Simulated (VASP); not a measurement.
VASP input:

POSCAR:
```
Er
1
    1.8155962108    -3.1447588135     0.0000000000
    1.8156131483     3.1446957504     0.0000000000
    0.0000000000     0.0000000000     5.7018286834
Er
2
Direct
  0.3333330000   0.6666670000   0.2500000000
  0.6666670000   0.3333330000   0.7500000000
```

### KPOINTS
```
Automatic mesh
0
Gamma
9 9 5
0 0 0
```

INCAR:
```
SYSTEM = Er
PREC = Accurate
ENCUT = 400
EDIFF = 1E-6
NELM = 100
ALGO = Normal
LREAL = .FALSE.
LASPH = .TRUE.
ISMEAR = 1
SIGMA = 0.1
GGA = PE
LMAXMIX = 6
LWAVE = .FALSE.
LCHARG = .FALSE.
ISIF = 2
```

POTCAR, in this order: Er_3 (PBE.64 set). Program: vasp_std.

Output of the run:

**standard output**
```
 POSCAR found type information on POSCAR Er
 POSCAR found :  1 types and       2 ions
 Reading from existing POTCAR
 Reading from existing POTCAR

 -----------------------------------------------------------------------------
|                                                                             |
|           W    W    AA    RRRRR   N    N  II  N    N   GGGG   !!!           |
|           W    W   A  A   R    R  NN   N  II  NN   N  G    G  !!!           |
|           W    W  A    A  R    R  N N  N  II  N N  N  G       !!!           |
|           W WW W  AAAAAA  RRRRR   N  N N  II  N  N N  G  GGG   !            |
|           WW  WW  A    A  R   R   N   NN  II  N   NN  G    G                |
|           W    W  A    A  R    R  N    N  II  N    N   GGGG   !!!           |
|                                                                             |
|     Inconsistent Bravais lattice types found for crystalline and            |
|     reciprocal lattice:                                                     |
|                                                                             |
|        Crystalline: hexagonal                                               |
|        Reciprocal : base centered orthorhombic                              |
|                    (instead of hexagonal)                                   |
|                                                                             |
|     In most cases this is due to inaccuracies in the specification of       |
|     the crytalline lattice vectors.                                         |
|                                                                             |
|     Suggested SOLUTIONS:                                                    |
|      ) Refine the lattice parameters of your structure,                     |
|      ) and/or try changing SYMPREC.                                         |
|                                                                             |
 -----------------------------------------------------------------------------

 LDA part: xc-table for (Slater+PW92), standard interpolation

 -----------------------------------------------------------------------------
|                                                                             |
|     EEEEEEE  RRRRRR   RRRRRR   OOOOOOO  RRRRRR      ###     ###     ###     |
|     E        R     R  R     R  O     O  R     R     ###     ###     ###     |
|     E        R     R  R     R  O     O  R     R     ###     ###     ###     |
|     EEEEE    RRRRRR   RRRRRR   O     O  RRRRRR       #       #       #      |
|     E        R   R    R   R    O     O  R   R                               |
|     E        R    R   R    R   O     O  R    R      ###     ###     ###     |
|     EEEEEEE  R     R  R     R  OOOOOOO  R     R     ###     ###     ###     |
|                                                                             |
|     IBZKPT: not all point group operations associated with the symmetry     |
|     operators of the crystalline lattice are members of the point group     |
|     of the reciprocal lattice.                                              |
|                                                                             |
|       ---->  I REFUSE TO CONTINUE WITH THIS SICK JOB ... BYE!!! <----       |
|                                                                             |
 -----------------------------------------------------------------------------
```

Task: Read the log: what went wrong, and how is it fixed?

Result: The cause: the lattice vectors carry noise near SYMPREC. VASP stops with an error: IBZKPT: not all point group operations associated with the symmetry operators of the crystalline lattice are members of the point group of the reciprocal lattice. ----> I REFUSE TO CONTINUE WITH THIS SICK JOB ... BYE!!! <---- To mend it, correct POSCAR.
**POSCAR**
```
Er
1
    1.8156000000    -3.1447110000     0.0000000000
    1.8156000000     3.1447110000     0.0000000000
    0.0000000000     0.0000000000     5.7018000000
Er
2
Direct
  0.3333330000   0.6666670000   0.2500000000
  0.6666670000   0.3333330000   0.7500000000
```
The mended run (PBE GGA, plane waves, VASP's PBE PAW potentials (set 64)) converges, and its OSZICAR ends with
```
   1 F= -.89670071E+01 E0= -.89667965E+01  d E =-.631840E-03
```

The compound is Er in the hcp structure. The cell was not relaxed at this level. The 4f electrons are frozen in the core of the lanthanide potential, so 4f levels, which can set the real gap, and their magnetism are missing.
